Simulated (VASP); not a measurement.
All values below come from AM05 GGA, VASP's PBE PAW potentials (set 64) (plane waves; VASP).

A VASP calculation is set up with these files.

POSCAR:
```
NiO
1
    4.0283437833     2.0117159719     2.0117159719
    2.0117159719     4.0283437833     2.0117159719
    2.0117159719     2.0117159719     4.0283437833
Ni O
2 2
Direct
  0.0000000000   0.0000000000   0.0000000000
  0.5000000000   0.5000000000   0.5000000000
  0.2500000000   0.2500000000   0.2500000000
  0.7500000000   0.7500000000   0.7500000000
```

**KPOINTS**
```
Regular mesh
0
G
  9 9 9
0 0 0
```

**INCAR**
```
SYSTEM = NiO
PREC = Accurate
ENCUT = 520
EDIFF = 1E-7
NELM = 100
ALGO = Normal
LREAL = .FALSE.
LASPH = .TRUE.
ISMEAR = 0
SIGMA = 0.05
GGA = AM
LMAXMIX = 4
ISPIN = 2
MAGMOM = 1.2 -1.2 0.0 0.0
LORBIT = 10
LWAVE = .FALSE.
LCHARG = .FALSE.
ISIF = 4
IBRION = 2
NSW = 30
EDIFFG = -0.01
```

POTCAR, in this order: Ni O (PBE.64 set). Program: vasp_std.

What VASP printed:

**OUTCAR**
```
 ion  position               nearest neighbor table
   1  0.000  0.000  0.000-   4 2.02   4 2.02   4 2.02   3 2.02   3 2.02   3 2.02   2 2.85   2 2.85
                             2 2.85   2 2.85   2 2.85   2 2.85
   2  0.500  0.500  0.500-   3 2.02   3 2.02   3 2.02   4 2.02   4 2.02   4 2.02   1 2.85   1 2.85
                             1 2.85   1 2.85   1 2.85   1 2.85
   3  0.250  0.250  0.250-   1 2.02   1 2.02   1 2.02   2 2.02   2 2.02   2 2.02
   4  0.750  0.750  0.750-   2 2.02   2 2.02   2 2.02   1 2.02   1 2.02   1 2.02
  LATTYP: Found a trigonal (rhomboedric) cell.
 ALAT       =     4.9316889541
 COS(alpha) =     0.8327908075
 Subroutine PRICEL returns following result:
  LATTYP: Found a trigonal (rhomboedric) cell.
 ALAT       =     2.8484702649
 COS(alpha) =     0.4987803094
 Subroutine GETGRP returns: Found 12 space group operations
The static configuration has the point symmetry D_3d.
The dynamic configuration has the point symmetry D_3d.
The overall configuration has the point symmetry D_3d.
 Subroutine INISYM returns: Found 12 space group operations
 Subroutine IBZKPT returns following result:
 Found     85 irreducible k-points:

 Following reciprocal coordinates:
            Coordinates               Weight
  0.000000  0.000000  0.000000      1.000000
  0.111111  0.000000  0.000000      6.000000
  0.222222  0.000000  0.000000      6.000000
  0.333333 -0.000000 -0.000000      6.000000
  0.444444  0.000000  0.000000      6.000000
  0.111111  0.111111  0.000000      6.000000
  0.222222  0.111111  0.000000     12.000000
  0.333333  0.111111  0.000000     12.000000
  0.444444  0.111111  0.000000     12.000000
 -0.444444  0.111111 -0.000000     12.000000
 -0.333333  0.111111 -0.000000     12.000000
 -0.222222  0.111111 -0.000000     12.000000
 -0.111111  0.111111  0.000000      6.000000
  0.222222  0.222222  0.000000      6.000000
  0.333333  0.222222  0.000000     12.000000
  0.444444  0.222222  0.000000     12.000000
 -0.444444  0.222222 -0.000000     12.000000
 -0.333333  0.222222  0.000000     12.000000
 -0.222222  0.222222  0.000000      6.000000
  0.333333  0.333333  0.000000      6.000000
  0.444444  0.333333  0.000000     12.000000
 -0.444444  0.333333 -0.000000     12.000000
 -0.333333  0.333333  0.000000      6.000000
  0.444444  0.444444  0.000000      6.000000
 -0.444444  0.444444  0.000000      6.000000
  0.111111  0.111111  0.111111      2.000000
  0.222222  0.111111  0.111111      6.000000
  0.333333  0.111111  0.111111      6.000000
  0.444444  0.111111  0.111111      6.000000
 -0.444444  0.111111  0.111111      6.000000
 -0.333333  0.111111  0.111111      6.000000
 -0.222222  0.111111  0.111111      6.000000
 -0.111111  0.111111  0.111111      6.000000
  0.222222  0.222222  0.111111      6.000000
  0.333333  0.222222  0.111111     12.000000
  0.444444  0.222222  0.111111     12.000000
 -0.444444  0.222222  0.111111     12.000000
 -0.333333  0.222222  0.111111     12.000000
 -0.222222  0.222222  0.111111     12.000000
 -0.111111  0.222222  0.111111     12.000000
   k-points           NKPTS =     85   k-points in BZ     NKDIM =     85   number of bands    NBANDS=     20
   number of dos      NEDOS =    301   number of ions     NIONS =      4
   total plane-waves  NPLWV =  64000
   dimension x,y,z NGX =    40 NGY =   40 NGZ =   40
   dimension x,y,z NGXF=    80 NGYF=   80 NGZF=   80
   ions per type =               2   2
   PREC   = accura    normal or accurate (medium, high low for compatibility)
   ISTART =      0    job   : 0-new  1-cont  2-samecut
   ICHARG =      2    charge: 1-file 2-atom 10-const
   ISPIN  =      2    spin polarized calculation?
   LNONCOLLINEAR =      F non collinear calculations
...
```

OSZICAR:
```
       N       E                     dE             d eps       ncg     rms          rms(c)
DAV:   1     0.254024758989E+03    0.25402E+03   -0.15959E+04  6976   0.216E+03
DAV:   2     0.480587972565E+00   -0.25354E+03   -0.23764E+03  6964   0.414E+02
DAV:   3    -0.271297715140E+02   -0.27610E+02   -0.26220E+02  7772   0.155E+02
DAV:   4    -0.279640277597E+02   -0.83426E+00   -0.82984E+00  7652   0.287E+01
DAV:   5    -0.279872200882E+02   -0.23192E-01   -0.23185E-01  8088   0.449E+00    0.227E+01
DAV:   6    -0.252710056247E+02    0.27162E+01   -0.35285E+01 10188   0.105E+02    0.207E+01
DAV:   7    -0.240421266555E+02    0.12289E+01   -0.64401E+00  8832   0.722E+01    0.105E+01
DAV:   8    -0.241413905616E+02   -0.99264E-01   -0.16104E+00  7712   0.109E+01    0.638E+00
DAV:   9    -0.240716994966E+02    0.69691E-01   -0.10193E-01 10732   0.910E+00    0.107E+00
DAV:  10    -0.240791496108E+02   -0.74501E-02   -0.50794E-02  9104   0.278E+00    0.537E-01
DAV:  11    -0.240798092603E+02   -0.65965E-03   -0.46214E-03  8556   0.211E+00    0.125E-01
DAV:  12    -0.240799621100E+02   -0.15285E-03   -0.13112E-03  8816   0.381E-01    0.714E-02
DAV:  13    -0.240799429946E+02    0.19115E-04   -0.18188E-04 11280   0.215E-01    0.220E-02
DAV:  14    -0.240799433271E+02   -0.33244E-06   -0.21963E-05  7744   0.730E-02    0.202E-02
DAV:  15    -0.240799424332E+02    0.89389E-06   -0.86342E-06 10524   0.467E-02    0.257E-03
DAV:  16    -0.240799424722E+02   -0.38968E-07   -0.65329E-07  7652   0.113E-02
   1 F= -.24079942E+02 E0= -.24079942E+02  d E =-.240799E+02  mag=    -0.0000
       N       E                     dE             d eps       ncg     rms          rms(c)
DAV:   1    -0.240813246543E+02   -0.13822E-02   -0.51463E-02  7128   0.204E+00    0.255E-01
DAV:   2    -0.240807074766E+02    0.61718E-03   -0.86566E-04  8976   0.564E-01    0.143E-01
DAV:   3    -0.240804728978E+02    0.23458E-03   -0.17550E-04  9876   0.343E-01    0.525E-02
DAV:   4    -0.240804769904E+02   -0.40926E-05   -0.33978E-05 10124   0.121E-01    0.208E-02
DAV:   5    -0.240804742789E+02    0.27115E-05   -0.20957E-06 10244   0.379E-02    0.919E-03
DAV:   6    -0.240804738387E+02    0.44025E-06   -0.94600E-07  8936   0.128E-02    0.342E-03
DAV:   7    -0.240804738853E+02   -0.46680E-07   -0.85919E-08  3640   0.621E-03
   2 F= -.24080474E+02 E0= -.24080474E+02  d E =-.531413E-03  mag=     0.0000
       N       E                     dE             d eps       ncg     rms          rms(c)
DAV:   1    -0.240884943288E+02   -0.80205E-02   -0.43822E-01  7112   0.596E+00    0.745E-01
DAV:   2    -0.240832461334E+02    0.52482E-02   -0.73703E-03  8968   0.164E+00    0.416E-01
DAV:   3    -0.240812607603E+02    0.19854E-02   -0.14942E-03  9832   0.100E+00    0.154E-01
DAV:   4    -0.240812935007E+02   -0.32740E-04   -0.29115E-04 10160   0.355E-01    0.610E-02
DAV:   5    -0.240812703789E+02    0.23122E-04   -0.18407E-05 10096   0.111E-01    0.269E-02
DAV:   6    -0.240812664959E+02    0.38829E-05   -0.83233E-06  9600   0.378E-02    0.101E-02
DAV:   7    -0.240812668161E+02   -0.32012E-06   -0.12317E-06 10040   0.209E-02    0.645E-03
DAV:   8    -0.240812668447E+02   -0.28602E-07   -0.17201E-07  4568   0.877E-03
   3 F= -.24081267E+02 E0= -.24081267E+02  d E =-.132437E-02  mag=     0.0000
```

File OUTCAR:
```
------------------------ aborting loop because EDIFF is reached ----------------------------------------
  FORCE on cell =-STRESS in cart. coord.  units (eV):
  Direction    XX          YY          ZZ          XY          YZ          ZX
  --------------------------------------------------------------------------------------
  Total        3.2516779      3.2516779      3.2516779     -0.0118232     -0.0118232     -0.0118232
  in kB      159.1017388    159.1017388    159.1017388     -0.5784973     -0.5784973     -0.5784973
  external PRESSURE =     159.1017388 kB  Pullay stress =       0.0000000 kB
  volume of cell :       32.74
      direct lattice vectors                 reciprocal lattice vectors
     4.011176824  1.985870256  1.985870256     0.370924103 -0.122828308 -0.122828308
     1.985870256  4.011176824  1.985870256    -0.122828308  0.370924103 -0.122828308
     1.985870256  1.985870256  4.011176824    -0.122828308 -0.122828308  0.370924103
 POSITION                                       TOTAL-FORCE (eV/Angst)
 -----------------------------------------------------------------------------------
      0.00000      0.00000      0.00000        -0.000000      0.000000      0.000000
      3.99146      3.99146      3.99146         0.000000      0.000000      0.000000
      1.99573      1.99573      1.99573        -0.000000     -0.000000     -0.000000
      5.98719      5.98719      5.98719         0.000000     -0.000000     -0.000000
 -----------------------------------------------------------------------------------
    total drift:                                0.000000     -0.000000     -0.000000
  FREE ENERGIE OF THE ION-ELECTRON SYSTEM (eV)
  ---------------------------------------------------
  free  energy   TOTEN  =       -24.0812668447 eV

  energy  without entropy=      -24.0812668447  energy(sigma->0) =      -24.08126684

 total charge

# of ion       s       p       d       tot
------------------------------------------
    1        0.370   0.497   8.381   9.248
    2        0.370   0.497   8.381   9.248
    3        1.561   3.435   0.000   4.997
    4        1.561   3.435   0.000   4.997
--------------------------------------------------
tot          3.863   7.864  16.762  28.488

 magnetization (x)

# of ion       s       p       d       tot
------------------------------------------
    1       -0.013  -0.016   1.178   1.149
    2        0.013   0.016  -1.178  -1.149
    3        0.000   0.000   0.000   0.000
    4        0.000   0.000   0.000   0.000
--------------------------------------------------
tot          0.000   0.000   0.000   0.000

 reached required accuracy - stopping structural energy minimisation
```
(Selected blocks of OUTCAR.)

### CONTCAR
```
NiO
   1.00000000000000
     4.0111768235152976    1.9858702558978256    1.9858702558978254
     1.9858702558978256    4.0111768235152976    1.9858702558978254
     1.9858702558978254    1.9858702558978254    4.0111768235152976
  Ni              O
     2     2
Direct
     0.0000000000000000    0.0000000000000000    0.0000000000000000
     0.5000000000000000    0.5000000000000000    0.5000000000000000
     0.2500000000000000    0.2500000000000000    0.2500000000000000
     0.7500000000000000    0.7500000000000000    0.7500000000000000
```

The compound is NiO in the rock salt, AFM-II order structure. This cell is one point of a volume scan, at 0.94 of the reference volume. Symmetry was kept, so distortions that lower it aren't found.
